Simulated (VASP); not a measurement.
```yaml
crystal:
  lattice:
    - [0.00000, 1.75522, 1.75522]
    - [1.75522, 0.00000, 1.75522]
    - [1.75522, 1.75522, 0.00000]
  atoms:
    - { symbol: B, position: [0.00000, 0.00000, 0.00000] }
    - { symbol: N, position: [0.25000, 0.25000, 0.25000] }
```

Level of theory: LDA (Ceperley-Alder, Perdew-Zunger), VASP's LDA PAW potentials (set 64) (plane waves; VASP 6.6.1). Settings: 520 eV cut-off, 13×13×13 Γ-centred mesh, Gaussian smearing of 0.050 eV, potentials B N.

Estimate the energy per atom (σ→0), pressure.

| Quantity | Result |
|---|---|
| energy per atom (σ→0) | -9.678 eV/atom |
| pressure | 27.82 GPa |

The absolute energy has meaning only against runs of the same code, potentials and settings.

The compound is BN in the zinc blende structure. This cell is one point of a volume scan, at 0.94 of the reference volume.
